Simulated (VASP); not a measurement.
Data:

```xyz
1
Lattice="-2.5175 2.5175 2.5175 2.5175 -2.5175 2.5175 2.5175 2.5175 -2.5175" Properties=species:S:1:pos:R:3 pbc="T T T"
Ba     0.0000     0.0000     0.0000
```

These are r2SCAN+rVV10, VASP's PBE PAW potentials (set 64) (plane waves; VASP 6.6.1) values and carry that method's errors. Run with 520 eV cut-off, 12×12×12 Γ-centred mesh, tetrahedra with Blöchl corrections, potentials Ba_sv.

Give the energies of bands 5 to 8 at the high-symmetry points, in eV from the Fermi level.

```json
[
 {"band": "5", "Γ": "-2.86", "H": "-0.57", "N": "-0.85", "P": "0.58"},
 {"band": "6", "Γ": "2.15", "H": "-0.57", "N": "0.91", "P": "0.58"},
 {"band": "7", "Γ": "2.15", "H": "4.65", "N": "1.19", "P": "0.58"},
 {"band": "8", "Γ": "2.15", "H": "4.65", "N": "3.54", "P": "4.22"}
]
```

It has no gap at this level: it comes out as a metal or semimetal.

The compound is Ba in the bcc structure. It was relaxed first.
